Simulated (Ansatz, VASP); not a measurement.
# BaTiO3 in two plane-wave programs, part 2 of 2

Wanted: the spread between two codes on one cell, functional and k mesh. The cell is taken from a series of VASP runs on this material, whose earlier steps may have relaxed, scaled or displaced it; both programs get it as it stands.

VASP 6.6.1 and Ansatz 0.2.0.

So far: Set-up; VASP: zone-centre phonons, r2SCAN.

### Step 3. Ansatz: zone-centre phonons, r2SCAN

Level of this step: Ansatz beside VASP: Kohn-Sham DFT, plane waves, r2SCAN (Ansatz).

Ansatz runs on its default PAW (the set named soft_2) files.

The same cell, functional, mesh and smearing now go to Ansatz, which takes its cutoff from its data sets.

Contents of input.yaml:

```yaml
crystal:
  lattice:
    - [3.9873869246, 0.0, 0.0]
    - [0.0, 3.9873869246, 0.0]
    - [0.0, 0.0, 4.1187101708]
  atoms:
    - { symbol: Ba, position: [0.0, 0.0, 0.0066704939] }
    - { symbol: Ti, position: [0.5, 0.5, 0.5251820461] }
    - { symbol: O, position: [0.5, 0.5, 0.9706868149] }
    - { symbol: O, position: [0.5, 0.0, 0.4872303225] }
    - { symbol: O, position: [0.0, 0.5, 0.4872303225] }
hamiltonian:
  xc: r2scan
  pseudopotentials: { kind: paw }
kpoints:
  mp_grid: { grid: [5, 5, 5] }
scf:
  occupations: { method: gaussian, width: 0.05 }
phonons:
  method: dfpt
  qpoints: [[0, 0, 0]]
```

Launch:

```
$ ansatz run input.yaml --threads 4 --pin off --max-ram 9216MiB --backend cpu --events-out ev --progress --plain --runs-dir out
```

Numbers of over 12 decimals in the logs are rounded to 6 here.

What it wrote:

```text
Engine: ansatz 0.2.0, aarch64-unknown-linux-gnu
Pseudopotentials: kind: paw
Pseudopotential: Ba, paw, valence charge 10, recommended cutoff 500 eV (meta_gga), Ba.paw.azcp
Pseudopotential: Ti, paw, valence charge 12, recommended cutoff 500 eV (meta_gga), Ti.paw.azcp
Pseudopotential: O, paw, valence charge 6, recommended cutoff 500 eV (meta_gga), O.paw.azcp
Functional definition: r2SCAN
  parameter k0 = 0.174
  parameter k1 = 0.065
  parameter a1 = 4.9479
  exchange = r2scan_x(k0 = k0, k1 = k1, a1 = a1)
  correlation = r2scan_c
Crystal: 5 atoms, lattice volume = 65.484 Å³
Basis set: ecut = 500 eV, 1663 PW (Γ), exchange–correlation on 240×240×256 points (512 copies of the dense FFT grid, shifted against one another)
Bands: 25, of which v1, the nominal top of the filled ones, is band 20 counted from 1 (19 counted from 0)
Symmetry: 8 space group operations
k-points: 63 of 125 (irreducible under 1 space group operation, time reversal used)
Non-local potential: Ba, projectors of the file, l = 0: 3, l = 1: 2, l = 2: 2, l = 3: 2
Non-local potential: Ti, projectors of the file, l = 0: 3, l = 1: 2, l = 2: 3, l = 3: 1
Non-local potential: O, projectors of the file, l = 0: 2, l = 1: 2, l = 2: 1
PAW form: soft (Blöchl's): semilocal exchange-correlation on the pseudo side does not see the compensation charge
PAW frozen core: Ba, regenerated for the run's functional (the file was generated under x = pbe(κ = 0.804, μ = 0.219515), c = pbe(β = 0.066725))
PAW frozen core: Ti, regenerated for the run's functional (the file was generated under x = pbe(κ = 0.804, μ = 0.219515), c = pbe(β = 0.066725))
PAW frozen core: O, regenerated for the run's functional (the file was generated under x = pbe(κ = 0.804, μ = 0.219515), c = pbe(β = 0.066725))
PAW one-centre angular grid: Ba, 302 points (default); XC on 160 Gauss nodes
PAW one-centre angular grid: Ti, 590 points (default); XC on 160 Gauss nodes
PAW one-centre angular grid: O, 302 points (default); XC on 160 Gauss nodes
Initial density: superposition of atomic densities (neutral atoms: chi_scale 0, normalization atom), corrected by the library's trained network
Initial wavefunctions: pseudopotential atomic-orbital guess
Functional: x = r2scan, c = r2scan; τ floored in thin density (d = 2e-4 eV/Å³)
SCF iter   1: F=—  HF=-10183.729433 eV  |F-HF|=—  |Δ(HF+E_count)|=         —  Δρ=2.11e-2  dr2=3.69e-1  dr2_τ=2.39e-1  ethr=1.77e-3  ⟨swp⟩=6.0  Hψ=7893  notcnv=0
preconditioner: auto → Resta (q_TF=auto, 2.513 Å⁻¹)  ε∞=5.0  [insulator: Δε(μ)=2.860 eV  Ē_g=13.040 eV  σ=0.050 eV  W_gap=1.00  n_scr=18 (ndim 8)  ℏωp=26.0 eV  f_vac=0.000  D(μ)=0.00/eV (n_scr^D=0)  ε∞_Penn≈5.0]
SCF iter   2: F=—  HF=-10183.830681 eV  |F-HF|=—  |Δ(HF+E_count)|=   1.01e-1  Δρ=1.13e-2  dr2=5.19e-2  dr2_τ=2.05e-2  ethr=9.22e-4  ⟨swp⟩=3.3  Hψ=3485  notcnv=0  defer=63
SCF iter   3: F=—  HF=-10183.823561 eV  |F-HF|=—  |Δ(HF+E_count)|=   7.12e-3  Δρ=3.58e-3  dr2=5.73e-3  dr2_τ=4.28e-4  ethr=1.30e-4  ⟨swp⟩=2.0  Hψ=2332  notcnv=0  defer=63
SCF iter   4: F=—  HF=-10183.822795 eV  |F-HF|=—  |Δ(HF+E_count)|=   7.65e-4  Δρ=1.52e-3  dr2=1.08e-3  dr2_τ=1.72e-4  ethr=1.43e-5  ⟨swp⟩=2.0  Hψ=2769  notcnv=0  defer=63
SCF iter   5: F=—  HF=-10183.822649 eV  |F-HF|=—  |Δ(HF+E_count)|=   1.47e-4  Δρ=3.65e-4  dr2=6.65e-5  dr2_τ=6.69e-6  ethr=2.69e-6  ⟨swp⟩=2.0  Hψ=2016  notcnv=0  defer=63
SCF iter   6: F=—  HF=-10183.822653 eV  |F-HF|=—  |Δ(HF+E_count)|=   4.18e-6  Δρ=1.67e-4  dr2=1.58e-5  dr2_τ=2.48e-6  ethr=1.66e-7  ⟨swp⟩=2.0  Hψ=2423  notcnv=0  defer=63
SCF iter   7: F=—  HF=-10183.822646 eV  |F-HF|=—  |Δ(HF+E_count)|=   6.77e-6  Δρ=5.50e-5  dr2=2.17e-6  dr2_τ=1.14e-7  ethr=3.94e-8  ⟨swp⟩=2.0  Hψ=2144  notcnv=0  defer=63
SCF iter   8: F=—  HF=-10183.822642 eV  |F-HF|=—  |Δ(HF+E_count)|=   3.99e-6  Δρ=1.88e-5  dr2=2.65e-7  dr2_τ=1.70e-8  ethr=5.42e-9  ⟨swp⟩=2.1  Hψ=2221  notcnv=0  defer=63
SCF iter   9: F=—  HF=-10183.822642 eV  |F-HF|=—  |Δ(HF+E_count)|=   3.55e-8  Δρ=4.69e-6  dr2=1.58e-8  dr2_τ=2.70e-10  ethr=6.62e-10  ⟨swp⟩=2.3  Hψ=1951  notcnv=0  defer=63
SCF iter  10: F=—  HF=-10183.822642 eV  |F-HF|=—  |Δ(HF+E_count)|=   2.43e-9  Δρ=5.06e-7  dr2=1.62e-10  dr2_τ=3.72e-12  ethr=3.94e-11  ⟨swp⟩=2.3  Hψ=2140  notcnv=0  defer=63
SCF iter  11: F=-10183.822642 eV  HF=-10183.822642 eV  |F-HF|=9.09e-12  |Δ(HF+E_count)|=  1.27e-11  Δρ=5.12e-8  dr2=1.23e-12  dr2_τ=2.63e-13  ethr=1.00e-12  ⟨swp⟩=9.7  Hψ=10321  notcnv=0
SCF 1 converged in 11 iterations: F = -10183.822642 eV  dr2 = 1.23e-12
  greatest PAW one-centre occupation: 0.999 electrons in one spin orbital (limit 2), on the Ti atom at site 1 (counted from 0), in its partial waves of l = 0
DFPT response loops at Γ: preconditioner auto → none (the input reference at scf.mixing.eps_inf says where Resta's filter doesn't serve); β = 0.50; Broyden in place of MSR1
SCF converged after 11 iterations
Free energy (F): -10183.822642 eV
Harris-Foulkes:  -10183.822642 eV  (|F-HF|=9.09e-12)
Internal energy: -10183.822642 eV  (E = F + TS)
E sigma→0 (E₀):  -10183.822642 eV
Fermi energy:    10.870413 eV
--- Per-component energies (eV) ---
  E_band       = -185.283160
  E_kinetic    = 972.839537
  E_local      = -2139.828795  (includes V_loc(G=0)·N_el)
  E_nonlocal   = 199.582284
  E_hartree    = 835.050028
  E_xc         = -474.976329
  E_vxc        = -603.867347  (∫ρ·V_xc dr)
  E_paw        = -6784.988498  (= ΣΔE_a)
  E_vpaw       = -320.954806  (= ΣTr[D̂ρ^β])
  E_aug_tail   = 0.003149  (compensation charges beyond the density's cutoff)
  E_vtau       = 36.842725  (kinetic-family band-sum trace: ∫τ·v_τ [+ j·A + Jᵃ·Aᵃ] dr)
  E_ewald      = -2791.225154
  E_core_change = -0.278864  (= ΣΔE_core)
  E_smearing   = -0.000000  (= −TS)
  E_closure    = 0.000000  (closes the sum)
  Σ components = -10183.822642   (vs F -10183.822642, Δ=0.00e0)
--- Band table (eV; the first three rows and the last of 63) ---
  k-point 0: bands = [... 16 lower, 8.5513, 9.1976, 9.3939, 9.3939, 12.0485, 12.4854, 12.4854, 14.2072, ... 1 higher]
  k-point 1: bands = [... 16 lower, 8.3076, 8.6392, 9.3017, 9.3017, 12.0835, 12.9210, 12.9210, 14.2042, ... 1 higher]
  k-point 2: bands = [... 16 lower, 7.9634, 7.9701, 9.1522, 9.1522, 12.1419, 13.5800, 13.5800, 14.2034, ... 1 higher]
  k-point 62: bands = [... 16 lower, 7.6317, 8.6768, 8.8787, 9.1196, 13.1756, 13.7078, 13.7548, 15.5100, ... 1 higher]
--- Phonons (Γ-DFPT): 9 representative perturbations + reference, on 63 of 125 k-points (Σ response iterations 68) ---
  k mesh reduced under 1 symmetry operation, with k and −k counted as one. Each operation leaves every solved perturbation unchanged. A smaller set is not considered because the functional reads the kinetic-energy density
  ASR residual: 5.142e-4 → 0.000e0 eV/Å²; symmetrization residual: 3.865e-6 eV/Å²
  ASR residual per site (eV/Å²): 8.75e-6 5.14e-4 1.41e-4 1.21e-4 1.21e-4
  Γ frequencies (cm⁻¹): -170.53 -170.53 0.00 0.00 0.00 163.24 171.76 171.76 293.44 301.97 301.97 344.36 465.58 465.58 528.23
  non-analytic LO–TO correction: not included (Born effective charges unavailable; polar crystals: no LO–TO splitting at Γ)
--- Phonons (arbitrary-q DFPT): 1 explicit q-point ---
  q = [0, 0, 0] (of the zone-centre solve; hermiticity 5.72e-7, symmetrization 1.74e-9): -170.53 -170.53 -0.00 0.00 0.00 163.24 171.76 171.76 293.44 301.97 301.97 344.36 465.58 465.58 528.23
  sum rule: each row above includes the acoustic sum rule's correction from the zone centre's row sums; it moved no ω² by more than (1.71 cm⁻¹)²
```

Wall time 2.1 min (4 threads of Arm Neoverse V1, shared host); peak memory 3.6 GiB; 8.1 min of CPU time.

### Step 4. Differences

Known differences besides the potentials themselves: VASP keeps PBE cores, Ansatz makes them for the functional; the cutoff is 500 eV in Ansatz and 520 eV in VASP; VASP uses finite displacements, Ansatz perturbation theory. Total energies have different zeros and are not compared.

The two programs side by side:

```
                                                   quantity  Ansatz    VASP  difference
optical mode 1 to 2 (imaginary, printed as negative) (cm⁻¹)  -170.5  -126.0       -44.5
                                      optical mode 3 (cm⁻¹)   163.2   173.0     -5.66 %
                                 optical mode 4 to 5 (cm⁻¹)   171.8   179.7     -4.41 %
                                      optical mode 6 (cm⁻¹)   293.4   300.6     -2.38 %
                                 optical mode 7 to 8 (cm⁻¹)   302.0   308.8     -2.22 %
                                      optical mode 9 (cm⁻¹)   344.4   354.9     -2.98 %
                               optical mode 10 to 11 (cm⁻¹)   465.6   471.3     -1.21 %
                                     optical mode 12 (cm⁻¹)   528.2   542.1     -2.56 %
```

Modes are paired by rising frequency and degeneracy, not by their patterns, so a pair may still set unlike modes beside each other.

### Step 5. Other set-ups

Further runs change the set-up of one program: Ansatz's method, potentials or start, or VASP's data sets, cutoff or form of LDA. The table gives Ansatz less VASP for each quantity, since a change that brings one quantity closer may part another.

```csv
run,"optical mode 1 to 2 (imaginary, printed as negative) (cm⁻¹)",optical mode 3 (%),optical mode 4 to 5 (%),optical mode 6 (%),optical mode 7 to 8 (%),optical mode 9 (%)
as above,-45,-5.7,-4.4,-2.4,-2.2,-3.0
cores kept as stored,-45,-5.6,-4.4,-2.3,-2.2,-3.0
Ansatz's larger PAW set (cutoff 910 eV),-46,-5.7,-4.4,-2.3,-2.2,-3.3
norm-conserving potentials (cutoff 1290 eV),-43,-5.6,-4.4,-2.2,-2.1,-2.9
```

### Step 6. Results

```
r.m.s. difference of the optical zone-centre modes, each program's sorted by frequency (zone-centre phonons, r2SCAN) : 20 cm⁻¹
difference in optical mode 3 (zone-centre phonons, r2SCAN)                                                           : -5.7 %
```

In words: The r.m.s. difference of the optical zone-centre modes, each program's sorted by frequency is 20 cm⁻¹ (zone-centre phonons, r2SCAN). Among the rows given in per cent, the largest difference of the zone-centre phonons, r2SCAN pair is in optical mode 3, -5.7 %. For zone-centre phonons, r2SCAN, no further run moves any of the tabulated differences by more than a quarter of its size. 1 further run of this series is not shown here. How closely two codes agree says nothing of how well the functional describes the real material.

[Lines on the potential files, build, host, timing and source positions are cut from VASP's logs without a mark.]

[Logs are printed without paths, hosts, clocks, repeated set-up lines and the standing remarks that a program may print on its own settings, such as how far it seeks lower states.]

[Hosts, paths, dates, database ids (printed as entryN), source tags and the programs' standing remarks are cut or masked in the printed files.]
